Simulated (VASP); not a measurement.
CdF2 (fluorite) relaxed at rising pressure, in one space group throughout; other phases were not tried. The pressures are those reached. Calculation: PBE GGA, VASP's PBE PAW potentials (set 64) (plane waves; VASP 6.6.1).

| P (GPa) | V (Å³/atom) | k-mesh |
|---|---|---|
| 0.05 | 13.763 | 7×7×7 |
| 5.05 | 13.133 | 7×7×7 |
| 10.04 | 12.639 | 7×7×7 |
| 19.96 | 11.891 | 7×7×7 |
| 29.89 | 11.328 | 7×7×7 |

A change of mesh leaves a small step in the series.

### Question
Fit an equation of state and predict the volume at 45.10 GPa.

### Answer
Least squares on the third-order Birch-Murnaghan form, P = (3B0/2)(y⁷ − y⁵)[1 + (3/4)(B′ − 4)(y² − 1)] with y = (V0/V)^(1/3), gives V0 = 13.770 Å³/atom, B0 = 95 GPa and B′ = 4.8, and so 10.675 Å³/atom. The run gave 10.674 Å³/atom, -0.0 % from the fit.

Pressures at which the relaxation failed are left out.

The compound is CdF2 in the fluorite structure.
